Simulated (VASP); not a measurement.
Given:

```xyz
4
Lattice="4.0846 0.0000 0.0000 0.0000 4.0846 0.0000 0.0000 0.0000 4.0846" Properties=species:S:1:pos:R:3 pbc="T T T"
Sc     0.0000     0.0000     0.0000
Al     0.0000     2.0423     2.0423
Al     2.0423     0.0000     2.0423
Al     2.0423     2.0423     0.0000
```

All values below come from r2SCAN meta-GGA, VASP's PBE PAW potentials (set 64) (plane waves; VASP 6.6.1). Run with 400 eV cut-off, 9×9×9 Γ-centred mesh, tetrahedra with Blöchl corrections, potentials Sc_sv Al.

The cores are frozen, which limits the accuracy of field gradients.

Task: Give the principal components of the electric field gradient (V/Å²) and the asymmetry η at each nucleus.

Result: 
```tsv
atom	Vxx	Vyy	Vzz	η
Sc1	0.0	0.0	0.0	-
Al2	-9.9	-9.9	19.8	0.00
Al3	-9.9	-9.9	19.8	0.00
Al4	-9.9	-9.9	19.8	0.00
```

The compound is Al3Sc in the L1_2 structure. It was relaxed first.
